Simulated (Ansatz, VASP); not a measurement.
## HfC: VASP beside Ansatz

Aim: how closely do two programs agree when they are given the same cell, functional and k mesh? The cell is taken from a series of runs on this material, whose earlier steps may have relaxed, scaled, displaced or heated it; both programs get it as it stands.

Main program and level: Ansatz 0.2.0; plane waves, with VASP 6.6.1 beside it; zone-centre phonons at PBEsol.

## Step 1: Set-up

Symmetry: I4/mmm, No. 139, tetragonal system. The conventional cell has a = 3.160 Å, b = 3.160 Å, c = 4.662 Å, α = 90.00°, β = 90.00°, γ = 90.00°. Nearest to C lie 6 Hf at 2.23 to 2.33 Å. Nearest to Hf lie 6 C at 2.23 to 2.33 Å. Farther neighbours are not listed.

As a file:

```
C Hf
1.0
     0.00000    2.23447    2.33113
     2.23447    0.00000    2.33113
     2.23447    2.23447    0.00000
C Hf
1 1
Direct
  0.00000 0.00000 0.00000
  0.50000 0.50000 0.50000
```

## Step 2: VASP: zone-centre phonons, PBEsol

Second derivatives magnify differences that forces hide, and they need a tight electronic threshold.

Lines of VASP's logs that name or quote its potential files are left out, and so is its time.

The input, INCAR:

```
SYSTEM = HfC
PREC = Accurate
ENCUT = 600
EDIFF = 1E-08
NELM = 120
ISMEAR = 1
SIGMA = 0.2
LREAL = .FALSE.
ALGO = Normal
GGA = PS
NBANDS = 13
LASPH = .TRUE.
LORBIT = 11
LWAVE = .FALSE.
LCHARG = .FALSE.
ISIF = 2
IBRION = 8
GGA_COMPAT = .FALSE.
KPAR = 2
```

The input, POSCAR:

```
HfC
1.0
    0.0000000000      2.2344726685      2.3311280687
    2.2344726685      0.0000000000      2.3311280687
    2.2344726685      2.2344726685      0.0000000000
C Hf
1 1
Direct
    0.0000000000      0.0000000000      0.0000000000
    0.5000000000      0.5000000000      0.5000000000
```

The input, KPOINTS:

```
Automatic mesh
0
Gamma
16 16 16
0 0 0
```

The projector-augmented-wave data sets are C and Hf_pv (PBE family, release 64).

Command:

```console
$ mpirun -np 2 vasp_std
```

Numbers of over 12 decimals in the logs are rounded to 6 here.

Output:

```text
[banner, memory and clock lines left out]
running    2 mpi-ranks, on    1 nodes
 distrk:  each k-point on    1 cores,    2 groups
 distr:  one band on    1 cores,    1 groups

 POSCAR found type information on POSCAR C Hf
 POSCAR found :  2 types and       2 ions
|                                                                             |
|               ----> ADVICE to this user running VASP <----                  |
|                                                                             |
|     You enforced a specific xc type in the INCAR file but a different       |
|     [... a line on the potential file left out ...]
|     I HOPE YOU KNOW WHAT YOU ARE DOING!                                     |
|                                                                             |

 LDA part: xc-table for (Slater+PW92), standard interpolation
 POSCAR, INCAR and KPOINTS ok, starting setup
 FFT: planning ... GRIDC
 FFT: planning ... GRID_SOFT
 FFT: planning ... GRID
 WAVECAR not read
 entering main loop
       N       E                     dE             d eps       ncg     rms          rms(c)
DAV:   1     0.255319115397E+02    0.25532E+02   -0.86834E+03  9090   0.120E+03
DAV:   2    -0.232359890239E+02   -0.48768E+02   -0.45726E+02 11443   0.224E+02
DAV:   3    -0.249448544780E+02   -0.17089E+01   -0.16989E+01 11397   0.299E+01
DAV:   4    -0.249533390765E+02   -0.84846E-02   -0.84836E-02 10086   0.251E+00
DAV:   5    -0.249533935882E+02   -0.54512E-04   -0.54511E-04 11434   0.183E-01    0.670E+01
DAV:   6    -0.221599005561E+02    0.27935E+01   -0.11755E+01 10469   0.186E+01    0.464E+01
DAV:   7    -0.221183482931E+02    0.41552E-01   -0.48575E-01 10479   0.513E+00    0.237E+01
DAV:   8    -0.221084942771E+02    0.98540E-02   -0.35464E-02 11089   0.157E+00    0.405E+00
DAV:   9    -0.221053703663E+02    0.31239E-02   -0.15486E-02 10809   0.686E-01    0.176E+00
DAV:  10    -0.221050215412E+02    0.34883E-03   -0.12384E-03 10918   0.265E-01    0.448E-02
DAV:  11    -0.221050211086E+02    0.43254E-06   -0.59148E-05 10684   0.719E-02    0.402E-02
DAV:  12    -0.221050208533E+02    0.25532E-06   -0.12078E-06 11392   0.999E-03    0.324E-03
DAV:  13    -0.221050207836E+02    0.69685E-07   -0.16263E-07 10830   0.268E-03    0.711E-04
DAV:  14    -0.221050207681E+02    0.15523E-07   -0.74209E-09  6384   0.761E-04    0.112E-03
DAV:  15    -0.221050207658E+02    0.23344E-08   -0.43332E-10  5097   0.212E-04
   1 F= -.22105021E+02 E0= -.22105135E+02  d E =0.342651E-03
 Linear response reoptimize wavefunctions to high precision
DAV:   1    -0.221050207663E+02   -0.50750E-09   -0.72690E-11  6027   0.750E-05
DAV:   2    -0.221050207663E+02   -0.45475E-11   -0.77609E-12  4792   0.235E-05
 Linear response DOF=           4
 Linear response progress:
  Degree of freedom:   1/  4
       N       E                     dE             d eps       ncg     rms          rms(c)
RMM:   1    -0.125874621820E+00   -0.12587E+00    0.21200E-02 35591   0.199E+00
RMM:   2    -0.120455556472E+00    0.54191E-02   -0.39377E-03 25889   0.377E-01    0.542E-01
RMM:   3    -0.120816479857E+00   -0.36092E-03   -0.77229E-04 23668   0.160E-01    0.286E-01
RMM:   4    -0.121839841221E+00   -0.10234E-02   -0.44643E-04 24110   0.120E-01    0.450E-02
RMM:   5    -0.121839984342E+00   -0.14312E-06   -0.12216E-05 26701   0.259E-02    0.128E-02
RMM:   6    -0.121840272037E+00   -0.28770E-06   -0.37172E-07 28483   0.425E-03    0.458E-03
RMM:   7    -0.121827967352E+00    0.12305E-04   -0.10602E-07 27343   0.233E-03    0.259E-03
RMM:   8    -0.121831256487E+00   -0.32891E-05   -0.69824E-09 29399   0.652E-04    0.373E-04
RMM:   9    -0.121830601573E+00    0.65491E-06    0.45050E-09 29606   0.122E-04    0.157E-04
RMM:  10    -0.121830599931E+00    0.16419E-08   -0.43205E-09 31013   0.254E-05    0.454E-05
 first order change of Fermi-energy  -0.10949E-02
 force on displaced ion       1 direction 1 : -12.187   0.000   0.000
 Linear response progress:
  Degree of freedom:   2/  4
       N       E                     dE             d eps       ncg     rms          rms(c)
RMM:   1    -0.120212429398E+00   -0.12021E+00    0.44606E-02 20097   0.185E+00
RMM:   2    -0.118462377842E+00    0.17501E-02   -0.25537E-03 14539   0.321E-01    0.330E-01
RMM:   3    -0.118814369044E+00   -0.35199E-03   -0.56937E-04 13011   0.139E-01    0.169E-01
RMM:   4    -0.119734391395E+00   -0.92002E-03   -0.38876E-04 13422   0.111E-01    0.323E-02
RMM:   5    -0.119743125127E+00   -0.87337E-05   -0.99236E-06 15249   0.225E-02    0.104E-02
RMM:   6    -0.119741389311E+00    0.17358E-05   -0.36841E-07 15952   0.396E-03    0.405E-03
RMM:   7    -0.119733281108E+00    0.81082E-05   -0.66723E-08 15489   0.175E-03    0.243E-03
RMM:   8    -0.119734652806E+00   -0.13717E-05   -0.13018E-08 16514   0.537E-04    0.498E-04
RMM:   9    -0.119734670300E+00   -0.17494E-07   -0.25985E-08 16605   0.936E-05    0.128E-04
RMM:  10    -0.119734677896E+00   -0.75966E-08   -0.40915E-10 16929   0.201E-05    0.328E-05
 first order change of Fermi-energy   0.32731E-02
 force on displaced ion       1 direction 3 :   0.000   0.000  -6.769
 Linear response progress:
  Degree of freedom:   3/  4
       N       E                     dE             d eps       ncg     rms          rms(c)
RMM:   1    -0.212341375095E+00   -0.21234E+00    0.39407E+00 17975   0.121E+01
RMM:   2    -0.207331993640E+00    0.50094E-02   -0.31128E-02 24967   0.128E+00    0.608E-01
RMM:   3    -0.206539668505E+00    0.79233E-03   -0.92078E-04 31044   0.158E-01    0.276E-01
RMM:   4    -0.205969535733E+00    0.57013E-03   -0.90748E-05 33162   0.610E-02    0.151E-01
RMM:   5    -0.205546970821E+00    0.42256E-03   -0.30776E-05 33590   0.399E-02    0.153E-02
RMM:   6    -0.205545178857E+00    0.17920E-05   -0.37073E-06 33216   0.114E-02    0.839E-03
RMM:   7    -0.205550206611E+00   -0.50278E-05   -0.22669E-06 36261   0.246E-03    0.759E-03
RMM:   8    -0.205550233603E+00   -0.26992E-07   -0.33969E-06 35822   0.613E-04    0.271E-03
RMM:   9    -0.205551051030E+00   -0.81743E-06   -0.25560E-06 36909   0.306E-04    0.625E-05
RMM:  10    -0.205551340544E+00   -0.28951E-06   -0.15527E-06 35798   0.993E-05    0.138E-05
RMM:  11    -0.205551409493E+00   -0.68949E-07   -0.72207E-07 38772   0.378E-05    0.235E-05
RMM:  12    -0.205551424875E+00   -0.15382E-07   -0.36617E-07 35628   0.172E-05    0.312E-05
RMM:  13    -0.205551437613E+00   -0.12738E-07   -0.18000E-07 32636   0.881E-06    0.148E-05
RMM:  14    -0.205551437025E+00    0.58814E-09   -0.10074E-07 25161   0.513E-06    0.144E-05
RMM:  15    -0.205551440466E+00   -0.34412E-08   -0.52130E-08 23576   0.341E-06    0.995E-07
 first order change of Fermi-energy   0.15156E-02
 force on displaced ion       2 direction 1 : -12.189   0.000   0.000
 Linear response progress:
  Degree of freedom:   4/  4
       N       E                     dE             d eps       ncg     rms          rms(c)
RMM:   1    -0.216034533957E+00   -0.21603E+00    0.35509E+00 10372   0.116E+01
RMM:   2    -0.211948103101E+00    0.40864E-02   -0.30041E-02 14058   0.124E+00    0.439E-01
RMM:   3    -0.211345445219E+00    0.60266E-03   -0.84514E-04 17220   0.141E-01    0.164E-01
RMM:   4    -0.210916063585E+00    0.42938E-03   -0.59952E-05 18574   0.459E-02    0.110E-01
RMM:   5    -0.210494968325E+00    0.42110E-03   -0.21534E-05 18398   0.354E-02    0.103E-02
RMM:   6    -0.210485070103E+00    0.98982E-05   -0.19724E-06 19165   0.822E-03    0.383E-03
RMM:   7    -0.210495832242E+00   -0.10762E-04    0.23953E-08 19331   0.200E-03    0.425E-03
RMM:   8    -0.210496114201E+00   -0.28196E-06   -0.73752E-07 19368   0.495E-04    0.103E-03
RMM:   9    -0.210496355253E+00   -0.24105E-06   -0.65566E-07 20426   0.202E-04    0.158E-04
RMM:  10    -0.210496570915E+00   -0.21566E-06   -0.53512E-07 20004   0.687E-05    0.508E-06
RMM:  11    -0.210496609447E+00   -0.38532E-07   -0.17154E-07 21612   0.225E-05    0.340E-05
RMM:  12    -0.210496621619E+00   -0.12172E-07   -0.78960E-08 18437   0.803E-06    0.566E-06
RMM:  13    -0.210496620370E+00    0.12484E-08   -0.41474E-08 15915   0.437E-06    0.597E-06
 first order change of Fermi-energy  -0.30196E-02
 force on displaced ion       2 direction 3 :   0.000   0.000  -6.773
 Linear response finished
```

Parts of OUTCAR (step 2):

```text
ion  position               nearest neighbor table
   1  0.000  0.000  0.000-   2 2.23   2 2.23   2 2.23   2 2.23   2 2.33   2 2.33
   2  0.500  0.500  0.500-   1 2.23   1 2.23   1 2.23   1 2.23   1 2.33   1 2.33

  LATTYP: Found a body centered tetragonal cell.
 ALAT       =     3.1600215525
 C/A-ratio  =     1.4753874491

 Subroutine GETGRP returns: Found 16 space group operations
 (whereof 16 operations were pure point group operations)

The static configuration has the point symmetry D_4h.

 Found    349 irreducible k-points:

   k-points           NKPTS =    349   k-points in BZ     NKDIM =    349   number of bands    NBANDS=     13

   dimension x,y,z NGX =    28 NGY =   28 NGZ =   28
   dimension x,y,z NGXF=    56 NGYF=   56 NGZF=   56

   ENCUT  =  600.0 eV  44.10 Ry    6.64 a.u.   6.45  6.45  6.31*2*pi/ulx,y,z

   NELECT =      14.0000    total number of electrons

 k-points in reciprocal lattice and weights: Automatic mesh
   0.00000000  0.00000000  0.00000000       0.000
   0.06250000 -0.00000000  0.00000000       0.002
   0.12500000 -0.00000000  0.00000000       0.002
   0.18750000  0.00000000  0.00000000       0.002
   0.25000000 -0.00000000  0.00000000       0.002
   0.31250000 -0.00000000  0.00000000       0.002
   0.37500000  0.00000000  0.00000000       0.002
   0.43750000 -0.00000000  0.00000000       0.002
   0.50000000 -0.00000000  0.00000000       0.001
[...]
-0.31250000  0.18750000  0.50000000       0.001
  -0.25000000  0.25000000  0.50000000       0.000

 average (electrostatic) potential at core
       1 -47.2178       2 -34.2338

  Total        3.1272226      3.1272226     -0.0555067      0.0000000      0.0000000     -0.0000000
  in kB      215.2400821    215.2400821     -3.8204098      0.0000000      0.0000000     -0.0000000
  external PRESSURE =     142.2199181 kB  Pullay stress =       0.0000000 kB

  energy-cutoff  :      600.00
  volume of cell :       23.28
      direct lattice vectors                 reciprocal lattice vectors
     0.000000000  2.234472669  2.331128069    -0.223766443  0.223766443  0.214488430
     2.234472669  0.000000000  2.331128069     0.223766443 -0.223766443  0.214488430
     2.234472669  2.234472669  0.000000000     0.223766443  0.223766443 -0.214488430

 POSITION                                       TOTAL-FORCE (eV/Angst)
 -----------------------------------------------------------------------------------
      0.00000      0.00000      0.00000         0.000000     -0.000000      0.000000
      2.23447      2.23447      2.33113        -0.000000      0.000000     -0.000000
 -----------------------------------------------------------------------------------
    total drift:                                0.000000      0.000000      0.000000

 Eigenvectors and eigenvalues of the dynamical matrix
 ----------------------------------------------------

   1 f  =   16.268900 THz   102.220516 2PiTHz  542.672106 cm-1    67.282736 meV
             X         Y         Z           dx          dy          dz
      0.000000  0.000000  0.000000     0.967956   -0.000000    0.000000
      2.234473  2.234473  2.331128    -0.251118    0.000000    0.000000

   2 f  =   16.268900 THz   102.220516 2PiTHz  542.672106 cm-1    67.282736 meV
             X         Y         Z           dx          dy          dz
      0.000000  0.000000  0.000000     0.000000    0.967956   -0.000000
      2.234473  2.234473  2.331128     0.000000   -0.251118    0.000000

   3 f  =   12.124955 THz    76.183339 2PiTHz  404.444961 cm-1    50.144762 meV
             X         Y         Z           dx          dy          dz
      0.000000  0.000000  0.000000    -0.000000    0.000000    0.967945
      2.234473  2.234473  2.331128     0.000000    0.000000   -0.251162

   4 f/i=    0.000363 THz     0.002282 2PiTHz    0.012117 cm-1     0.001502 meV
             X         Y         Z           dx          dy          dz
      0.000000  0.000000  0.000000     0.021177    0.250224    0.000000
      2.234473  2.234473  2.331128     0.081630    0.964508    0.000000

   5 f/i=    0.000363 THz     0.002282 2PiTHz    0.012117 cm-1     0.001502 meV
             X         Y         Z           dx          dy          dz
      0.000000  0.000000  0.000000    -0.250224    0.021177    0.000000
      2.234473  2.234473  2.331128    -0.964508    0.081630    0.000000

   6 f/i=    0.000822 THz     0.005163 2PiTHz    0.027409 cm-1     0.003398 meV
             X         Y         Z           dx          dy          dz
      0.000000  0.000000  0.000000     0.000000   -0.000000    0.251162
      2.234473  2.234473  2.331128     0.000000   -0.000000    0.967945

 ELASTIC MODULI CONTR FROM IONIC RELAXATION (kBar)
 Direction    XX          YY          ZZ          XY          YZ          ZX
 --------------------------------------------------------------------------------
 XX           0.0000      0.0000      0.0000      0.0000      0.0000      0.0000
 YY           0.0000      0.0000      0.0000      0.0000      0.0000      0.0000
 ZZ           0.0000      0.0000      0.0000      0.0000      0.0000      0.0000
 XY           0.0000      0.0000      0.0000      0.0000      0.0000      0.0000
 YZ           0.0000      0.0000      0.0000      0.0000      0.0000      0.0000
 ZX           0.0000      0.0000      0.0000      0.0000      0.0000      0.0000
 --------------------------------------------------------------------------------
```

Harder data sets than Hf_pv exist (the GW ones), and pressures, volumes and forces can shift noticeably with them.

(Part 1 of 2 ends here.)

[Lines on the potential files, build, host, timing and source positions are cut from VASP's logs without a mark.]

[Logs are printed without paths, hosts, clocks, repeated set-up lines and the standing remarks that a program may print on its own settings, such as how far it seeks lower states.]

[Hosts, paths, dates, database ids (printed as entryN), source tags and the programs' standing remarks are cut or masked in the printed files.]
